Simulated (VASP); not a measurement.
## MgH16Cl2O8: single point with PBE+D3(BJ)

The system is MgH16Cl2O8.

```
CELL_PARAMETERS angstrom
6.73866 0.00000 0.00000
0.00000 6.73866 0.00000
0.00000 0.00000 6.73866
ATOMIC_POSITIONS crystal
O 0.02273 0.75886 0.23036
O 0.06396 0.48360 0.58292
O 0.43396 0.38110 0.78594
O 0.30522 0.94400 0.79361
O 0.39454 0.47901 0.18664
O 0.68008 0.92665 0.93868
O 0.88647 0.10431 0.61713
O 0.29967 0.14257 0.42896
H 0.90934 0.78232 0.31715
H 0.08284 0.88667 0.22024
H 0.92024 0.49985 0.61149
H 0.06086 0.54911 0.45966
H 0.46134 0.41238 0.92040
H 0.52309 0.47095 0.70542
H 0.42456 0.95491 0.87850
H 0.37052 0.83620 0.70999
H 0.25861 0.52950 0.14420
H 0.46325 0.56480 0.29129
H 0.78210 0.01383 0.00215
H 0.73577 0.79922 0.94125
H 0.79302 0.02438 0.70265
H 0.86197 0.09772 0.47544
H 0.33014 0.24775 0.32828
H 0.40532 0.04026 0.40613
Mg 0.19309 0.21963 0.70935
Cl 0.98875 0.26551 0.00441
Cl 0.61364 0.70548 0.51433
```

The cell was built by a generator and needn't be a form met in nature.

```json
{
 "Program": "VASP 6.6.1",
 "Task": "single point",
 "Functional": "PBE",
 "Dispersion": "D3(BJ)",
 "Potentials or basis": "VASP PAW PBE potentials, release 64 (O, H, Mg, Cl)",
 "Cutoff": "520 eV",
 "k mesh": "1 × 1 × 1",
 "Occupations": "fermi-dirac, width 0.02 eV",
 "Spin": "no spin polarisation",
 "Dipole correction": "no",
 "Further INCAR settings": "LREAL = Auto; ALGO = Normal; EDIFF = 1e-07; NBANDS = 59"
}
```

| Property | Result |
| --- | --- |
| Pressure | -0.9 GPa |
| Largest force | 2.458 eV/Å |
| Band gap on the k mesh | 3.99 eV, direct |
| Dispersion energy per atom | -0.051 eV |

Forces on the atoms (eV/Å):
```
O   -0.368 -0.854  0.143
O   -1.280 -0.511  1.514
O    0.627  0.106 -1.874
O    1.101 -1.268 -0.357
O   -0.779  0.193 -0.081
O   -0.286  2.087  0.193
O    0.300 -0.098  0.345
O    1.102 -0.476 -0.919
H   -0.388 -0.185  0.104
H    0.654  1.017 -0.175
H    0.581 -0.397  0.522
H    0.898  0.918 -2.096
H    0.203  0.358  1.962
H   -0.778 -0.536  0.164
H   -0.023  0.503  0.476
H   -1.104  0.866 -0.042
H    1.450 -0.193  0.899
H   -0.798 -0.262 -0.790
H   -0.271  0.087 -0.216
H    0.787 -1.951  0.123
H    0.437  0.426 -0.933
H   -0.431 -0.356  0.277
H   -0.202  0.089  0.142
H   -0.850  0.646  0.484
Mg  -0.794 -0.179 -0.298
Cl   0.211  0.012  0.509
Cl   0.001 -0.045 -0.076
```

Stress tensor (GPa, compression positive):
```
-3.28  0.71  0.62
 0.71 -0.48  0.57
 0.62  0.57  1.15
```

Levels at points of the mesh, in eV from the valence-band top:
```tsv
k point	band 36	band 37	band 38	band 39	band 40	band 41	band 42	band 43	band 44	band 45
(0.00, 0.00, 0.00)	-0.93	-0.85	-0.70	-0.22	0.00	3.99	6.69	7.13	7.35	7.45
```

Wall time 30 s on 1 thread of Intel(R) Xeon(R) Platinum 8488C (Sapphire Rapids), with other jobs on the host, peak memory 0.34 GiB.
